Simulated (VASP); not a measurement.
Consider the following.

```xyz
5
Lattice="4.0937 0.0000 0.0000 0.0000 4.0937 0.0000 0.0000 0.0000 4.0937" Properties=species:S:1:pos:R:3 pbc="T T T"
Ba     0.0000     0.0000     0.0000
Hf     2.0468     2.0468     2.0468
O      2.0468     0.0000     2.0468
O      0.0000     2.0468     2.0468
O      2.0468     2.0468     0.0000
```

Calculation: revTPSS meta-GGA, VASP's PBE PAW potentials (set 64) (plane waves; VASP). Run with 520 eV cut-off, 5×5×5 Γ-centred mesh, Gaussian smearing of 0.050 eV, potentials Ba_sv Hf_pv O.

Q: Give the stress tensor in GPa (positive for a compressed cell).

A: 
```
11.95   0.00   0.00
 0.00  11.95   0.00
 0.00   0.00  11.95
```
The pressure is its mean diagonal, 11.95 GPa.

The compound is BaHfO3 in the cubic perovskite structure. This cell is one point of a volume scan, at 0.94 of the reference volume.
